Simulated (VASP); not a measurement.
**GW on Selenium**

How does the gap of Selenium change from the starting functional to GW? The cell has space group P3_121. The start is a cell from a database of measured crystal structures.

Program: VASP 6.6.1. Level of theory: PBE, spin-orbit coupling; plane waves and PAW (Se_GW), in the first sound run; inputs show where later runs differ. Results are calculated unless marked as measured.

## 1. Starting point

It takes space group P3_121 (No. 152, trigonal). The conventional cell has a = 4.366 Å, b = 4.366 Å, c = 4.954 Å, α = 90.00°, β = 90.00°, γ = 120.00°. Nearest to Se lie 2 Se at 2.37 Å.

Structure file:

```cif
data_structure
_symmetry_space_group_name_H-M 'P3_121'
_symmetry_Int_Tables_number 152
_cell_length_a 4.3662
_cell_length_b 4.3662
_cell_length_c 4.9536
_cell_angle_alpha 90.000
_cell_angle_beta 90.000
_cell_angle_gamma 120.000
_cell_volume 81.78
loop_
_atom_site_label
_atom_site_type_symbol
_atom_site_symmetry_multiplicity
_atom_site_Wyckoff_symbol
_atom_site_fract_x
_atom_site_fract_y
_atom_site_fract_z
_atom_site_occupancy
Se1 Se 3 a 0.22540 0.00000 0.33333 1
```

## 2. Ground state

The orbitals come from a self-consistent PBE run with a tight EDIFF and a narrow smearing. KPOINTS_OPT adds the bands along a path, which shows whether the mesh holds the band edges.

File INCAR:

```
SYSTEM = Se
PREC = Accurate
ENCUT = 300
EDIFF = 1E-08
NELM = 100
ISMEAR = 0
SIGMA = 0.01
LREAL = .FALSE.
ALGO = Normal
GGA = PE
LNONCOLLINEAR = .TRUE.
MAGMOM = 0 0 0 0 0 0 0 0 0
NBANDS = 30
GGA_COMPAT = .FALSE.
LASPH = .TRUE.
LSORBIT = .TRUE.
LORBIT = 11
LWAVE = .TRUE.
LCHARG = .FALSE.
KPAR = 4
```

File POSCAR:

```
Se
1.0
    4.3662000000      0.0000000000      0.0000000000
   -2.1831000000      3.7812401180      0.0000000000
    0.0000000000      0.0000000000      4.9536000000
Se
3
Direct
    0.2254000000      0.0000000000      0.3333333333
    0.0000000000      0.2254000000      0.6666666667
    0.7746000000      0.7746000000      0.0000000000
```

File KPOINTS:

```
Automatic mesh
0
Gamma
3 3 4
0 0 0
```

File KPOINTS_OPT:

```
Line mode
12
Line-mode
Reciprocal
  0.00000000   0.00000000   0.00000000 GAMMA
  0.50000000   0.00000000   0.00000000 M

  0.50000000   0.00000000   0.00000000 M
  0.33333333   0.33333333   0.00000000 K

  0.33333333   0.33333333   0.00000000 K
  0.00000000   0.00000000   0.00000000 GAMMA

  0.00000000   0.00000000   0.00000000 GAMMA
  0.00000000   0.00000000   0.50000000 A

  0.00000000   0.00000000   0.50000000 A
  0.50000000   0.00000000   0.50000000 L

  0.50000000   0.00000000   0.50000000 L
  0.33333333   0.33333333   0.50000000 H

  0.33333333   0.33333333   0.50000000 H
  0.00000000   0.00000000   0.50000000 A

  0.50000000   0.00000000   0.50000000 L
  0.50000000   0.00000000   0.00000000 M

  0.33333333   0.33333333   0.00000000 K
  0.33333333   0.33333333   0.50000000 H
```

The projector-augmented-wave data sets are Se_GW (PBE family, release 64).

Started as:

```bash
$ mpirun -np 8 vasp_ncl
```

What it wrote:

```text
[banner, memory and clock lines left out]
running    8 mpi-ranks, on    1 nodes
 distrk:  each k-point on    2 cores,    4 groups
 distr:  one band on    1 cores,    2 groups

 POSCAR found type information on POSCAR Se
 POSCAR found :  1 types and       3 ions
|                                                                             |
|           W    W    AA    RRRRR   N    N  II  N    N   GGGG   !!!           |
|           W    W   A  A   R    R  NN   N  II  NN   N  G    G  !!!           |
|           W    W  A    A  R    R  N N  N  II  N N  N  G       !!!           |
|           W WW W  AAAAAA  RRRRR   N  N N  II  N  N N  G  GGG   !            |
|           WW  WW  A    A  R   R   N   NN  II  N   NN  G    G                |
|           W    W  A    A  R    R  N    N  II  N    N   GGGG   !!!           |
|                                                                             |
|     For optimal performance we recommend to set                             |
|       NCORE = 2 up to number-of-cores-per-socket                            |
|     NCORE specifies how many cores store one orbital (NPAR=cpu/NCORE).      |
|     This setting can greatly improve the performance of VASP for DFT.       |
|     The default, NCORE=1 might be grossly inefficient on modern             |
|     multi-core architectures or massively parallel machines. Do your        |
|     Unfortunately you need to use the default for GW and RPA                |
|     calculations (for HF NCORE is supported but not extensively tested      |
|     yet).                                                                   |
|                                                                             |

 LDA part: xc-table for (Slater+PW92), standard interpolation
 POSCAR, INCAR and KPOINTS ok, starting setup
 FFT: planning ... GRIDC
 FFT: planning ... GRID_SOFT
 FFT: planning ... GRID
 WAVECAR not read
 entering main loop
       N       E                     dE             d eps       ncg     rms          rms(c)
DAV:   1     0.686354034026E+02    0.68635E+02   -0.51835E+03   780   0.645E+02
DAV:   2    -0.462847396319E+01   -0.73264E+02   -0.70580E+02  1008   0.146E+02
DAV:   3    -0.104730147446E+02   -0.58445E+01   -0.57914E+01   968   0.439E+01
DAV:   4    -0.106195957889E+02   -0.14658E+00   -0.14652E+00   964   0.746E+00
DAV:   5    -0.106224094070E+02   -0.28136E-02   -0.28136E-02   916   0.939E-01    0.265E+00
DAV:   6    -0.105621913351E+02    0.60218E-01   -0.37133E-02   882   0.128E+00    0.155E+00
DAV:   7    -0.105407401634E+02    0.21451E-01   -0.65689E-02   852   0.165E+00    0.191E-01
DAV:   8    -0.105409147333E+02   -0.17457E-03   -0.70884E-03   864   0.514E-01    0.143E-01
DAV:   9    -0.105410762612E+02   -0.16153E-03   -0.44574E-04   942   0.127E-01    0.344E-02
DAV:  10    -0.105411420636E+02   -0.65802E-04   -0.15171E-04   866   0.813E-02    0.205E-02
DAV:  11    -0.105411448756E+02   -0.28120E-05   -0.34588E-05   840   0.406E-02    0.251E-03
DAV:  12    -0.105411460428E+02   -0.11673E-05   -0.54812E-06   986   0.139E-02    0.242E-03
DAV:  13    -0.105411457711E+02    0.27177E-06   -0.56420E-07   878   0.503E-03    0.112E-03
DAV:  14    -0.105411457722E+02   -0.10950E-08   -0.25795E-07   948   0.306E-03    0.242E-04
DAV:  15    -0.105411457807E+02   -0.85646E-08   -0.29048E-08   866   0.980E-04
   1 F= -.10541146E+02 E0= -.10541146E+02  d E =-.158908E-46  mag=    -0.0000    -0.0000    -0.0000
 Start KPOINTS_OPT (optional k-point list driver)
k-point batch [1-13\108]
       N       E                     dE             ncg
DAV:   1     0.198587526213E+03   -0.20284E+04      780
DAV:   2    -0.772095576472E+03   -0.97068E+03      996
DAV:   3    -0.849107448314E+03   -0.77012E+02      984
DAV:   4    -0.851043645267E+03   -0.19362E+01     1024
DAV:   5    -0.851065683131E+03   -0.22038E-01      936
DAV:   6    -0.851066443712E+03   -0.76058E-03     1056
DAV:   7    -0.851066461966E+03   -0.18254E-04      926
DAV:   8    -0.851066463020E+03   -0.10539E-05      968
DAV:   9    -0.851066463087E+03   -0.67156E-07      632
DAV:  10    -0.851066463091E+03   -0.43867E-08      590
[...]
k-point batch [105-108\108]
       N       E                     dE             ncg
DAV:   1     0.360621219220E+04   -0.17244E+04      240
DAV:   2     0.332435936095E+04   -0.28185E+03      344
DAV:   3     0.330262174499E+04   -0.21738E+02      282
DAV:   4     0.330206052826E+04   -0.56122E+00      328
DAV:   5     0.330205005945E+04   -0.10469E-01      284
DAV:   6     0.330204969749E+04   -0.36197E-03      328
DAV:   7     0.330204968331E+04   -0.14175E-04      284
DAV:   8     0.330204968273E+04   -0.58213E-06      296
DAV:   9     0.330204968271E+04   -0.23944E-07      220
DAV:  10     0.330204968270E+04   -0.12692E-08      208
 writing wavefunctions
```

Elapsed: 27 s, on 8 MPI ranks of AMD EPYC 9R45, shared host; peak memory 1.6 GiB.

Lines that name or quote the potential files are left out of all logs, and their timing lines are given in words.

Parts of OUTCAR (step 2):

```text
ion  position               nearest neighbor table
   1  0.225  0.000  0.333-   3 2.37   2 2.37
   2  0.000  0.225  0.667-   3 2.37   1 2.37
   3  0.775  0.775  0.000-   2 2.37   1 2.37

  LATTYP: Found a hexagonal cell.
 ALAT       =     4.3662000000
 C/A-ratio  =     1.1345334616

 Subroutine GETGRP returns: Found  6 space group operations
 (whereof  2 operations were pure point group operations)

The static configuration has the point symmetry C_2 .
 The point group associated with its full space group is D_3 .

 Found     13 irreducible k-points:

   k-points           NKPTS =     13   k-points in BZ     NKDIM =     13   number of bands    NBANDS=     30

   dimension x,y,z NGX =    28 NGY =   28 NGZ =   28
   dimension x,y,z NGXF=    56 NGYF=   56 NGZF=   56

   ENCUT  =  300.0 eV  22.05 Ry    4.70 a.u.   6.17  6.17  7.00*2*pi/ulx,y,z

   NELECT =      18.0000    total number of electrons

 k-points in reciprocal lattice and weights: Automatic mesh
   0.00000000  0.00000000  0.00000000       0.028
   0.33333333  0.00000000  0.00000000       0.167
   0.33333333  0.33333333  0.00000000       0.028
  -0.33333333 -0.33333333  0.00000000       0.028
   0.00000000  0.00000000  0.25000000       0.056
   0.33333333  0.00000000  0.25000000       0.167
   0.00000000  0.33333333  0.25000000       0.167
   0.33333333  0.33333333  0.25000000       0.056
  -0.33333333 -0.33333333 -0.25000000       0.056
   0.00000000  0.00000000  0.50000000       0.028
   0.33333333  0.00000000  0.50000000       0.167
   0.33333333  0.33333333  0.50000000       0.028
  -0.33333333 -0.33333333  0.50000000       0.028

 average (electrostatic) potential at core
       1 -56.1469       2 -56.1469       3 -56.1469

 E-fermi :   2.6846

 k-point     1 :       0.0000    0.0000    0.0000
  band No.  band energies     occupation
    ...
     14       0.6162      1.00000
     15       0.6370      1.00000
     16       0.6370      1.00000
     17       2.2584      1.00000
     18       2.2584      1.00000
     19       4.4857      0.00000
     20       4.4857      0.00000
     21       4.6167      0.00000
     22       4.6167      0.00000
     23       4.8775      0.00000
    ...

 k-point     2 :       0.3333    0.0000    0.0000
  band No.  band energies     occupation
    ...
     14       0.4101      1.00000
     15       0.8743      1.00000
     16       0.9915      1.00000
     17       1.7425      1.00000
     18       1.7830      1.00000
     19       4.5817      0.00000
     20       4.6257      0.00000
     21       4.8422      0.00000
     22       4.8683      0.00000
     23       6.0203      0.00000
    ...

 k-point     3 :       0.3333    0.3333    0.0000
  band No.  band energies     occupation
    ...
     14      -0.0793      1.00000
     15      -0.0138      1.00000
     16      -0.0138      1.00000
     17       1.0498      1.00000
     18       1.0498      1.00000
     19       5.6794      0.00000
     20       5.7135      0.00000
     21       5.7763      0.00000
     22       5.7763      0.00000
     23       6.4104      0.00000
    ...

  Total        1.2085630      1.2085630      2.1460195      0.0000000      0.0000000     -0.0000000
  in kB       23.6766930     23.6766930     42.0421999      0.0000000      0.0000000     -0.0000000
  external PRESSURE =      29.7985286 kB  Pullay stress =       0.0000000 kB

  energy-cutoff  :      300.00
  volume of cell :       81.78
      direct lattice vectors                 reciprocal lattice vectors
     4.366200000  0.000000000  0.000000000     0.229032110  0.132231751  0.000000000
    -2.183100000  3.781240118  0.000000000     0.000000000  0.264463501  0.000000000
     0.000000000  0.000000000  4.953600000     0.000000000  0.000000000  0.201873385

 POSITION                                       TOTAL-FORCE (eV/Angst)
 -----------------------------------------------------------------------------------
      0.98414      0.00000      1.65120         0.443284      0.000000     -0.000000
     -0.49207      0.85229      3.30240        -0.221642      0.383895      0.000000
      1.69103      2.92895      0.00000        -0.221642     -0.383895     -0.000000
 -----------------------------------------------------------------------------------
    total drift:                                0.000003      0.000005      0.000000

  FREE ENERGIE OF THE ION-ELECTRON SYSTEM (eV)
  ---------------------------------------------------
  free  energy   TOTEN  =       -10.5411457807 eV

  energy  without entropy=      -10.5411457807  energy(sigma->0) =      -10.54114578

 Spin-Orbit-Coupling matrix elements
 Ion:    1  E_soc:     -0.0510215
 Ion:    2  E_soc:     -0.0510215
 Ion:    3  E_soc:     -0.0510215

 total charge
# of ion       s       p       d       tot
------------------------------------------
    1        1.510   2.152   0.058   3.720
    2        1.510   2.152   0.058   3.720
    3        1.510   2.152   0.058   3.720
--------------------------------------------------
tot          4.531   6.455   0.174  11.160

 magnetization (x)
# of ion       s       p       d       tot
------------------------------------------
    1       -0.000  -0.000  -0.000  -0.000
    2        0.000   0.000   0.000   0.000
    3        0.000   0.000   0.000   0.000
--------------------------------------------------
tot          0.000  -0.000  -0.000  -0.000

 magnetization (y)
# of ion       s       p       d       tot
------------------------------------------
    1       -0.000   0.000   0.000  -0.000
    2       -0.000  -0.000  -0.000  -0.000
    3        0.000   0.000   0.000   0.000
--------------------------------------------------
tot          0.000  -0.000   0.000  -0.000

 magnetization (z)
# of ion       s       p       d       tot
------------------------------------------
    1        0.000   0.000  -0.000  -0.000
    2        0.000   0.000   0.000   0.000
    3        0.000   0.000  -0.000  -0.000
--------------------------------------------------
tot          0.000   0.000  -0.000  -0.000

[... 3 further parts left out ...]
```

LASPH is switched on together with spin-orbit coupling, so the change from the scalar run holds both.

This step gave:

| Property | Result |
| --- | --- |
| free energy (TOTEN) | -10.54 eV |
| Fermi energy | 2.685 eV |
| pressure | 2.980 GPa |
| least gap on mesh and path | 0.984 eV |
| least direct gap on mesh and path | 1.104 eV |

The spin moment in the PAW sphere vanishes on all atoms.

On-site spin-orbit energy by atom:

| atom | on-site spin-orbit energy (eV) |
| --- | --- |
| Se1 | -0.0510 |
| Se2 | -0.0510 |
| Se3 | -0.0510 |

The highest empty bands on the path are converged less tightly, to about 0.1 eV. Electronic bands along the path, in eV, zero at the valence-band top; v1 is the highest filled band, c1 the lowest empty one:

| point | v4 | v3 | v2 | v1 | c1 | c2 | c3 | c4 |
| --- | --- | --- | --- | --- | --- | --- | --- | --- |
| Γ | -2.07 | -2.07 | -0.45 | -0.45 | 1.78 | 1.78 | 1.91 | 1.91 |
| 0.55 of the way | -1.78 | -1.66 | -0.89 | -0.85 | 1.85 | 1.89 | 2.01 | 2.03 |
| M | -1.82 | -1.82 | -1.03 | -1.03 | 1.90 | 1.90 | 2.30 | 2.30 |
| 0.55 of the way | -2.22 | -2.18 | -1.43 | -1.43 | 2.36 | 2.38 | 2.90 | 2.92 |
| K | -2.72 | -2.72 | -1.66 | -1.66 | 2.97 | 3.01 | 3.07 | 3.07 |
| 0.55 of the way | -1.68 | -1.67 | -0.97 | -0.94 | 2.01 | 2.03 | 2.07 | 2.09 |
| Γ | -2.07 | -2.07 | -0.45 | -0.45 | 1.78 | 1.78 | 1.91 | 1.91 |
| 0.55 of the way | -1.58 | -1.51 | -0.95 | -0.93 | 1.30 | 1.40 | 1.42 | 1.51 |
| A | -1.54 | -1.54 | -1.16 | -1.16 | 1.15 | 1.15 | 1.16 | 1.16 |
| 0.55 of the way | -1.35 | -1.31 | -0.92 | -0.87 | 1.55 | 1.67 | 2.01 | 2.11 |
| L | -1.41 | -1.41 | 0.00 | 0.00 | 1.60 | 1.60 | 2.67 | 2.67 |
| 0.55 of the way | -1.07 | -1.06 | -0.03 | -0.02 | 1.32 | 1.33 | 2.62 | 2.64 |
| H | -0.33 | -0.33 | -0.15 | -0.12 | 0.98 | 0.98 | 2.62 | 2.65 |
| 0.55 of the way | -1.23 | -1.22 | -1.16 | -1.12 | 1.41 | 1.45 | 2.12 | 2.14 |
| A | -1.54 | -1.54 | -1.16 | -1.16 | 1.15 | 1.15 | 1.16 | 1.16 |
| jump to L | -1.41 | -1.41 | 0.00 | 0.00 | 1.60 | 1.60 | 2.67 | 2.67 |
| 0.45 of the way | -1.84 | -1.76 | -0.82 | -0.63 | 1.79 | 1.82 | 2.53 | 2.67 |
| M | -1.82 | -1.82 | -1.03 | -1.03 | 1.90 | 1.90 | 2.30 | 2.30 |
| jump to K | -2.72 | -2.72 | -1.66 | -1.66 | 2.97 | 3.01 | 3.07 | 3.07 |
| 0.45 of the way | -1.62 | -1.52 | -0.80 | -0.62 | 2.27 | 2.36 | 3.15 | 3.16 |
| H | -0.33 | -0.33 | -0.15 | -0.12 | 0.98 | 0.98 | 2.62 | 2.65 |

The cell has a gap of 0.984 eV on mesh and path and a pressure of +3.0 GPa, which holds the misfit of the given cell and coordinates with this functional, and any error of cutoff, mesh and data sets. Forces of up to 0.44 eV/Å remain in these settings.

## 3. Empty bands, SOC yes, program vasp ncl

The next step needs empty bands that the ground-state run didn't converge, so the Hamiltonian is diagonalised exactly for NBANDS bands, in a single step. LOPTICS writes the k-derivatives of the orbitals (WAVEDER), which give the long-wavelength limit of the screening.

File INCAR:

```
SYSTEM = Se
PREC = Accurate
ENCUT = 300
ISMEAR = 0
SIGMA = 0.01
LREAL = .FALSE.
GGA = PE
LNONCOLLINEAR = .TRUE.
MAGMOM = 0 0 0 0 0 0 0 0 0
NBANDS = 496
GGA_COMPAT = .FALSE.
LASPH = .TRUE.
LSORBIT = .TRUE.
ALGO = Exact
NELM = 1
LWAVE = .TRUE.
LCHARG = .FALSE.
LOPTICS = .TRUE.
NEDOS = 1000
CSHIFT = 0.1
```

POSCAR is that of step 2.

KPOINTS is that of step 2.

Started as:

```bash
$ mpirun -np 8 vasp_ncl
```

What it wrote:

```text
[banner, memory and clock lines left out]
running    8 mpi-ranks, on    1 nodes
 distrk:  each k-point on    8 cores,    1 groups
 distr:  one band on    1 cores,    8 groups

 POSCAR found type information on POSCAR Se
 POSCAR found :  1 types and       3 ions
 [... a notice as in an earlier step ...]

 LDA part: xc-table for (Slater+PW92), standard interpolation
 found WAVECAR, reading the header
  number of bands has changed, file:    30 present:   496
  trying to continue reading WAVECAR, but it might fail
 POSCAR, INCAR and KPOINTS ok, starting setup
 FFT: planning ... GRIDC
 FFT: planning ... GRID_SOFT
 FFT: planning ... GRID
 reading WAVECAR
 random initialization beyond band           30
 the WAVECAR file was read successfully
 initial charge from wavefunction
 entering main loop
       N       E                     dE             d eps       ncg     rms          rms(c)
DIA:   1    -0.105411457763E+02   -0.10541E+02    0.00000E+00     0   0.000E+00
   1 F= -.10541146E+02 E0= -.10541146E+02  d E =-.502563E-28  mag=    -0.0000    -0.0000    -0.0000
 writing wavefunctions
 optical routines
 imaginary and real dielectric function
 recalculating local potential from charge density
 direction            1
 direction            2
 direction            3
```

Wall time 34 s (8 MPI ranks); peak memory 2.3 GiB.

OUTCAR, selected parts (step 3):

```text
 Found     13 irreducible k-points:

   k-points           NKPTS =     13   k-points in BZ     NKDIM =     13   number of bands    NBANDS=    496

   NELECT =      18.0000    total number of electrons

 E-fermi :   2.6602

 k-point     3 :       0.3333    0.3333    0.0000
  band No.  band energies     occupation
    ...
     14      -0.0793      1.00000
     15      -0.0138      1.00000
     16      -0.0138      1.00000
     17       1.0498      1.00000
     18       1.0498      1.00000
     19       5.6794      0.00000
     20       5.7135      0.00000
     21       5.7763      0.00000
     22       5.7763      0.00000
     23       6.4103      0.00000
    ...

 k-point     4 :      -0.3333   -0.3333    0.0000
  band No.  band energies     occupation
    ...
     14      -0.0793      1.00000
     15      -0.0138      1.00000
     16      -0.0138      1.00000
     17       1.0498      1.00000
     18       1.0498      1.00000
     19       5.6794      0.00000
     20       5.7135      0.00000
     21       5.7763      0.00000
     22       5.7763      0.00000
     23       6.4103      0.00000
    ...

  Total        1.2084925      1.2084925      2.1464486      0.0000000     -0.0000000      0.0000000
  in kB       23.6753128     23.6753128     42.0506051      0.0000000     -0.0000000      0.0000000
  external PRESSURE =      29.8004102 kB  Pullay stress =       0.0000000 kB

 POSITION                                       TOTAL-FORCE (eV/Angst)
 -----------------------------------------------------------------------------------
      0.98414      0.00000      1.65120         0.443279      0.000000     -0.000000
     -0.49207      0.85229      3.30240        -0.221639      0.383890      0.000000
      1.69103      2.92895      0.00000        -0.221639     -0.383890      0.000000
 -----------------------------------------------------------------------------------
    total drift:                                0.000003      0.000005      0.000000

  FREE ENERGIE OF THE ION-ELECTRON SYSTEM (eV)
  ---------------------------------------------------
  free  energy   TOTEN  =       -10.5411457763 eV

  energy  without entropy=      -10.5411457763  energy(sigma->0) =      -10.54114578

 plasma frequency squared (from intraband transitions) (eV^2)
  --------------------------------------------------------------------------------------
       0.000       0.000       0.000
       0.000       0.000      -0.000
       0.000      -0.000       0.000

 Spin-Orbit-Coupling matrix elements
 Ion:    1  E_soc:     -0.0510216
 Ion:    2  E_soc:     -0.0510216
 Ion:    3  E_soc:     -0.0510216

[... 11 parts as in an earlier step ...]

[... 2 further parts left out ...]
```

The gap is read on the k-mesh alone, so it is an upper bound where the band edges lie off the mesh.

A gap read on the k-mesh alone can miss the band edges.

This step gave:

```
gap on the k-mesh              : 1.105 eV
least direct gap on the k-mesh : 1.105 eV
```

WAVECAR now holds 496 bands for 18 electrons. Its independent-particle dielectric tensor has xx, yy, zz = 14.0, 14.0, 16.1 on this mesh, which isn't tested for convergence in mesh or bands and lacks local fields.

[end of part 1 of 3]

[Lines on the potential files, build, host, timing and source positions are cut from VASP's logs without a mark.]

[Logs are printed without paths, hosts, clocks, repeated set-up lines and the standing remarks that a program may print on its own settings, such as how far it seeks lower states.]

[Hosts, paths, dates, database ids (printed as entryN), source tags and the programs' standing remarks are cut or masked in the printed files.]

[Pressures printed for these runs are not shown converged in the cutoff: they can be off by several GPa and have the wrong sign.]
